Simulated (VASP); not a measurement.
Here is a VASP 6.6.1 calculation.

Contents of INCAR:

```
SYSTEM = Si2W
ALGO = Fast
EDIFF = 1E-7
EDIFFG = -0.002
ENCUT = 520
GGA = CA
IBRION = 2
ISIF = 3
ISMEAR = 0
KPAR = 4
LASPH = .True.
LCHARG = .False.
LREAL = .False.
LWAVE = .False.
NELM = 80
NSW = 80
PREC = Accurate
SIGMA = 0.1
```

KPOINTS

```
k-points
0
Gamma
  18 18 18
  0 0 0
```

Contents of POSCAR:

```
Si2W
1.0
   -1.6069000000      1.6069000000      3.9149500000
    1.6069000000     -1.6069000000      3.9149500000
    1.6069000000      1.6069000000     -3.9149500000
Si W
2 1
Direct
    0.3347000000      0.3347000000      0.0000000000
    0.6653000000      0.6653000000      0.0000000000
    0.0000000000      0.0000000000      0.0000000000
```

Potentials or basis: VASP PAW LDA potentials, release 64 (Si, W_sv).

Launch:

```sh
$ cat potpaw_LDA.64/Si/POTCAR potpaw_LDA.64/W_sv/POTCAR > POTCAR
$ mpirun -np 4 vasp_std > vasp.out
```

Problem. Estimate the relaxed cell.

Solution. a = 4.496 Å, b = 4.496 Å, c = 4.496 Å, α = 138.46°, β = 138.46°, γ = 60.21°.

Problem. Predict the relaxed volume.

Solution. 13.19 Å³/atom.

Final structure:
```
Si W
1.0
    -1.59456    1.59456    3.88972
     1.59456   -1.59456    3.88972
     1.59456    1.59456   -3.88972
Si W
2 1
Direct
  0.33467 0.33467 0.00000
  0.66533 0.66533 0.00000
  0.00000 0.00000 0.00000
```

Spin-orbit coupling is left out, which matters for the levels of W. LDA usually gives volumes a few per cent too small.
